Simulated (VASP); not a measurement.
All values below come from PBEsol GGA, VASP's PBE PAW potentials (set 64) (plane waves; VASP).

VASP ran on this input.

**POSCAR**
```
SiC
1
    1.5407966856    -2.6687377271     0.0000000000
    1.5407966856     2.6687377271     0.0000000000
   -0.0000000000     0.0000000000    15.1096833242
Si C
6 6
Direct
  0.0000000000   0.0000000000   0.9998725181
  0.0000000000   0.0000000000   0.4998725181
  0.6666670000   0.3333330000   0.8331255378
  0.3333330000   0.6666670000   0.3331255378
  0.6666670000   0.3333330000   0.1665458701
  0.3333330000   0.6666670000   0.6665458701
  0.0000000000   0.0000000000   0.8745303032
  0.0000000000   0.0000000000   0.3745303032
  0.6666670000   0.3333330000   0.7080338489
  0.3333330000   0.6666670000   0.2080338489
  0.6666670000   0.3333330000   0.0415919220
  0.3333330000   0.6666670000   0.5415919220
```

KPOINTS:
```
Automatic
0
gamma
 8 8 2
```

### INCAR
```
ALGO=Normal
EDIFF=1E-6
EDIFFG=-0.02
ENCUT=520
GGA=PS
IBRION=2
ISIF=3
ISMEAR=0
LASPH=.True.
LCHARG=.False.
LREAL=.False.
LWAVE=.False.
NELM=100
NSW=60
PREC=Accurate
SIGMA=0.05
SYSTEM=SiC
```

POTCAR, in this order: Si C (PBE.64 set). Program: vasp_std.

### Question
What will the output report for the number of irreducible k-points (NKPTS), number of bands (NBANDS), largest plane-wave count, number of space-group operations, FFT grid (NGX, NGY, NGZ)?

### Answer

| Quantity | Value |
|---|---|
| number of irreducible k-points (NKPTS) | 20 |
| number of bands (NBANDS) | 31 |
| largest plane-wave count | 3368 |
| number of space-group operations | 12 |
| FFT grid (NGX, NGY, NGZ) | 24 × 24 × 112 |

The compound is SiC in the 6h structure. This run relaxes it. Symmetry was kept, so distortions that lower it aren't found. The start is the result of an earlier pass.
